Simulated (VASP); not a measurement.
Output of a VASP run:

File OSZICAR:
```
...
RMM:   3    -0.537230447612E+03    0.10308E-03   -0.32742E-04   367   0.371E-02    0.315E-02
RMM:   4    -0.537230435292E+03    0.12320E-04   -0.99730E-05   356   0.184E-02    0.137E-02
RMM:   5    -0.537230435932E+03   -0.64020E-06   -0.21249E-05   229   0.893E-03
  11 F= -.53723044E+03 E0= -.53721356E+03  d E =-.417932E-02
       N       E                     dE             d eps       ncg     rms          rms(c)
DAV:   1    -0.537236769972E+03   -0.63347E-02   -0.49176E-01   360   0.172E+00    0.433E-01
RMM:   2    -0.537234323209E+03    0.24468E-02   -0.13463E-02   360   0.232E-01    0.140E-01
RMM:   3    -0.537233757351E+03    0.56586E-03   -0.19450E-03   364   0.932E-02    0.858E-02
RMM:   4    -0.537233688051E+03    0.69300E-04   -0.61997E-04   366   0.458E-02    0.319E-02
RMM:   5    -0.537233693656E+03   -0.56047E-05   -0.13848E-04   374   0.218E-02    0.150E-02
RMM:   6    -0.537233695219E+03   -0.15627E-05   -0.22858E-05   230   0.985E-03
  12 F= -.53723370E+03 E0= -.53722084E+03  d E =-.325929E-02
       N       E                     dE             d eps       ncg     rms          rms(c)
DAV:   1    -0.537234857175E+03   -0.11635E-02   -0.12565E-01   400   0.872E-01    0.199E-01
RMM:   2    -0.537234375391E+03    0.48178E-03   -0.31964E-03   360   0.116E-01    0.650E-02
RMM:   3    -0.537234262009E+03    0.11338E-03   -0.48726E-04   369   0.460E-02    0.402E-02
RMM:   4    -0.537234245505E+03    0.16504E-04   -0.13408E-04   360   0.222E-02    0.158E-02
RMM:   5    -0.537234246987E+03   -0.14815E-05   -0.32180E-05   245   0.107E-02
  13 F= -.53723425E+03 E0= -.53722357E+03  d E =-.381106E-02
       N       E                     dE             d eps       ncg     rms          rms(c)
DAV:   1    -0.537238966725E+03   -0.47212E-02   -0.39848E-01   360   0.153E+00    0.340E-01
RMM:   2    -0.537237065626E+03    0.19011E-02   -0.10580E-02   360   0.208E-01    0.115E-01
RMM:   3    -0.537236704127E+03    0.36150E-03   -0.14278E-03   365   0.819E-02    0.719E-02
RMM:   4    -0.537236655058E+03    0.49069E-04   -0.51199E-04   361   0.419E-02    0.239E-02
RMM:   5    -0.537236659194E+03   -0.41361E-05   -0.10257E-04   348   0.187E-02    0.129E-02
RMM:   6    -0.537236660788E+03   -0.15942E-05   -0.17702E-05   226   0.848E-03
  14 F= -.53723666E+03 E0= -.53723006E+03  d E =-.241380E-02
       N       E                     dE             d eps       ncg     rms          rms(c)
DAV:   1    -0.537236832770E+03   -0.17358E-03   -0.17271E-02   408   0.318E-01    0.667E-02
RMM:   2    -0.537236768954E+03    0.63817E-04   -0.45268E-04   360   0.435E-02    0.232E-02
RMM:   3    -0.537236755530E+03    0.13424E-04   -0.63212E-05   311   0.170E-02    0.143E-02
RMM:   4    -0.537236753752E+03    0.17780E-05   -0.18875E-05   226   0.827E-03
  15 F= -.53723675E+03 E0= -.53723092E+03  d E =-.250676E-02
       N       E                     dE             d eps       ncg     rms          rms(c)
DAV:   1    -0.537238446434E+03   -0.16909E-02   -0.18455E-01   360   0.105E+00    0.179E-01
RMM:   2    -0.537237951545E+03    0.49489E-03   -0.40687E-03   360   0.134E-01    0.638E-02
RMM:   3    -0.537237860094E+03    0.91451E-04   -0.58414E-04   366   0.516E-02    0.397E-02
RMM:   4    -0.537237844602E+03    0.15492E-04   -0.18862E-04   363   0.255E-02    0.158E-02
RMM:   5    -0.537237846707E+03   -0.21046E-05   -0.35785E-05   250   0.115E-02
  16 F= -.53723785E+03 E0= -.53723341E+03  d E =-.109295E-02
```

**OUTCAR**
```
------------------------ aborting loop because EDIFF is reached ----------------------------------------
  FORCE on cell =-STRESS in cart. coord.  units (eV):
  Direction    XX          YY          ZZ          XY          YZ          ZX
  --------------------------------------------------------------------------------------
  Total       -7.8473106     -0.0717266    -13.7933288      7.0102945     -0.2515523      0.5182541
  in kB      -16.6383832     -0.1520794    -29.2455214     14.8636868     -0.5333578      1.0988363
  external PRESSURE =     -15.3453280 kB  Pullay stress =       0.0000000 kB
  volume of cell :      755.65
      direct lattice vectors                 reciprocal lattice vectors
     4.640980826 -8.038414841  0.000000000     0.107735847 -0.062201318  0.000000000
     4.640980826  8.038414841  0.000000000     0.107735847  0.062201318  0.000000000
     0.000000000  0.000000000 10.127683410     0.000000000  0.000000000  0.098739263
  FREE ENERGIE OF THE ION-ELECTRON SYSTEM (eV)
  ---------------------------------------------------
  free  energy   TOTEN  =      -537.2378467066 eV

  energy  without entropy=     -537.2289740482  energy(sigma->0) =     -537.23341038

 reached required accuracy - stopping structural energy minimisation
```
(Selected blocks of OUTCAR.)

### POSCAR
```
BC35Si36
1
    4.6409808260    -8.0384148411     0.0000000000
    4.6409808260     8.0384148411     0.0000000000
    0.0000000000     0.0000000000    10.1276834096
Si C B
36 35 1
Direct
  0.0000000000   0.0000000000   0.0000000000
  0.0000000000   0.0000000000   0.5000000000
  0.2222220000   0.1111110000   0.7501800000
  0.1111110000   0.2222220000   0.2501800000
  0.0000000000   0.3333330000   0.0000000000
  0.0000000000   0.3333330000   0.5000000000
  0.2222220000   0.4444440000   0.7501800000
  0.1111110000   0.5555560000   0.2501800000
  0.0000000000   0.6666670000   0.0000000000
  0.0000000000   0.6666670000   0.5000000000
  0.2222220000   0.7777780000   0.7501800000
  0.1111110000   0.8888890000   0.2501800000
  0.3333330000   0.0000000000   0.0000000000
  0.3333330000   0.0000000000   0.5000000000
  0.5555560000   0.1111110000   0.7501800000
  0.4444440000   0.2222220000   0.2501800000
  0.3333330000   0.3333330000   0.0000000000
  0.3278930000   0.3282730000   0.5000410000
  0.5581150000   0.4449360000   0.7542000000
  0.4444440000   0.5555560000   0.2501800000
  0.3333330000   0.6666670000   0.0000000000
  0.3333330000   0.6666670000   0.5000000000
  0.5555560000   0.7777780000   0.7501800000
  0.4444440000   0.8888890000   0.2501800000
  0.6666670000   0.0000000000   0.0000000000
  0.6666670000   0.0000000000   0.5000000000
  0.8888890000   0.1111110000   0.7501800000
  0.7777780000   0.2222220000   0.2501800000
  0.6666670000   0.3333330000   0.0000000000
  0.6611710000   0.3304770000   0.5043020000
  0.8888890000   0.4444440000   0.7501800000
  0.7777780000   0.5555560000   0.2501800000
  0.6666670000   0.6666670000   0.0000000000
  0.6599630000   0.6642870000   0.4972000000
  0.8888890000   0.7777780000   0.7501800000
  0.7777780000   0.8888890000   0.2501800000
  0.0000000000   0.0000000000   0.8121600000
  0.0000000000   0.0000000000   0.3121600000
  0.2173980000   0.1090970000   0.5682370000
  0.1111110000   0.2222220000   0.0632900000
  0.0000000000   0.3333330000   0.8121600000
  0.0000000000   0.3333330000   0.3121600000
  0.2279290000   0.4472170000   0.5675670000
  0.1111110000   0.5555560000   0.0632900000
  0.0000000000   0.6666670000   0.8121600000
  0.0000000000   0.6666670000   0.3121600000
  0.2222220000   0.7777780000   0.5632900000
  0.1111110000   0.8888890000   0.0632900000
  0.3333330000   0.0000000000   0.8121600000
  0.3333330000   0.0000000000   0.3121600000
  0.5552450000   0.1128500000   0.5619310000
  0.4444440000   0.2222220000   0.0632900000
  0.3323150000   0.3261440000   0.8161780000
  0.3296500000   0.3262020000   0.3121570000
  0.4444440000   0.5555560000   0.0632900000
  0.3333330000   0.6666670000   0.8121600000
  0.3333330000   0.6666670000   0.3121600000
  0.5611520000   0.7823640000   0.5672010000
  0.4444440000   0.8888890000   0.0632900000
  0.6666670000   0.0000000000   0.8121600000
  0.6666670000   0.0000000000   0.3121600000
  0.8888890000   0.1111110000   0.5632900000
  0.7777780000   0.2222220000   0.0632900000
  0.6718860000   0.3382590000   0.8137140000
  0.6725070000   0.3356540000   0.3139420000
  0.8881940000   0.4445190000   0.5591270000
  0.7777780000   0.5555560000   0.0632900000
  0.6640820000   0.6629450000   0.8147310000
  0.6639220000   0.6602990000   0.3109100000
  0.8874180000   0.7703740000   0.5589190000
  0.7777780000   0.8888890000   0.0632900000
  0.5603930000   0.4441760000   0.5668760000
```

Q: Reconstruct the remaining input files.

A: One answer among several that fit: the input of the run itself, PBE GGA, plane waves, VASP's PBE PAW potentials (set 64).

File KPOINTS:
```
kpoints
0
gamma
  1 1 1
0 0 0
```

**INCAR**
```
! general
SYSTEM=BC35Si36
PREC  =Normal
ENCUT =400
LREAL =Auto
LASPH =.True.
ISYM  =0
NELECT=286.0

! electronic loop
EDIFF =1E-5
NELM  =100
NELMIN=4
ALGO  =Fast

! smearing
ISMEAR=0
SIGMA =0.05

! functional
GGA   =PE

! ions
IBRION=2
NSW   =60
ISIF  =2
EDIFFG=-0.03

! output
LWAVE =.True.
LCHARG=.False.
```

POTCAR, in this order: Si C B (PBE.64 set). Program: vasp_gam.

At this cut-off the stress carries a Pulay error, which pulls relaxed volumes low. The cell is charged, with a uniform compensating background. The supercell is sampled at Γ alone, which is coarse: total energies, pressure and levels can be off, energies of defects by several tenths of an eV.

The cell is a supercell with a defect, built from SiC (4h): B_C, charge +1. The run is not spin-polarised, so no state with unpaired spins was tried.
